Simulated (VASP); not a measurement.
A convergence study with VASP on Cl (space group Cmce): one setting is varied, all else stays as given below, so the limit is that of these other settings.

```yaml
crystal:
  lattice:
    - [2.24672, -3.12936, 0.00000]
    - [2.24672, 3.12936, 0.00000]
    - [0.00000, 0.00000, 8.28478]
  atoms:
    - { symbol: Cl, position: [0.87700, 0.87700, 0.89700] }
    - { symbol: Cl, position: [0.62300, 0.62300, 0.39700] }
    - { symbol: Cl, position: [0.37700, 0.37700, 0.60300] }
    - { symbol: Cl, position: [0.12300, 0.12300, 0.10300] }
```

These are PBEsol GGA, VASP's PBE PAW potentials (set 64) (plane waves; VASP) values and carry that method's errors. The tightest run used: 300 eV cut-off, 11×11×5 Γ-centred mesh, Gaussian smearing of 0.010 eV, potentials Cl.

### Question
The settings run are 3×3×1 mesh; 3×3×2 mesh; 4×4×2 mesh; 5×5×2 mesh; 6×6×3 mesh; 9×9×4 mesh; 11×11×5 mesh. From which on does the highest Γ mode stay within 5 cm⁻¹ of the tightest run?

### Answer
From 3×3×2 mesh on: it is off by 2.4 there and by no more than 5 in any finer run, while 3×3×1 mesh is off by 11.8.
```csv
setting,mean ε∞,highest Γ mode (cm⁻¹),irreducible k-points,difference judged (cm⁻¹)
3×3×1 mesh,3.10,459.6,4,11.8
3×3×2 mesh,3.27,473.8,8,2.4
4×4×2 mesh,3.31,475.0,14,3.6
5×5×2 mesh,3.31,472.8,18,1.4
6×6×3 mesh,3.30,470.1,26,1.3
9×9×4 mesh,3.30,471.3,75,0.2
11×11×5 mesh,3.30,471.4,108,0.0
```

Left out are rungs that failed or repeat a setting and relaxations that didn't move; long series are thinned to 24 rows.

The structure is a typed Cl crystal (space group no. 64). The cell was not relaxed at this level, forces remain on its atoms.
